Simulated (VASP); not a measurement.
Consider the following.

```xyz
3
Lattice="0.0000 3.4668 3.4668 3.4668 0.0000 3.4668 3.4668 3.4668 0.0000" Properties=species:S:1:pos:R:3 pbc="T T T"
Sr     0.0000     0.0000     0.0000
Cl     1.7334     1.7334     1.7334
Cl     5.2002     5.2002     5.2002
```

Calculation: PBE GGA, VASP's PBE PAW potentials (set 64) (plane waves; VASP 6.6.1). Settings: 480 eV cut-off, 6×6×6 Γ-centred mesh, Gaussian smearing of 0.050 eV, potentials Sr_sv Cl.

Problem. Give the stress tensor in GPa (positive for a compressed cell).

Solution. 
```
1.79  0.00  0.00
0.00  1.79  0.00
0.00  0.00  1.79
```
The pressure is its mean diagonal, 1.79 GPa.

The compound is SrCl2 in the fluorite structure. This cell was strained or had an atom moved on purpose.
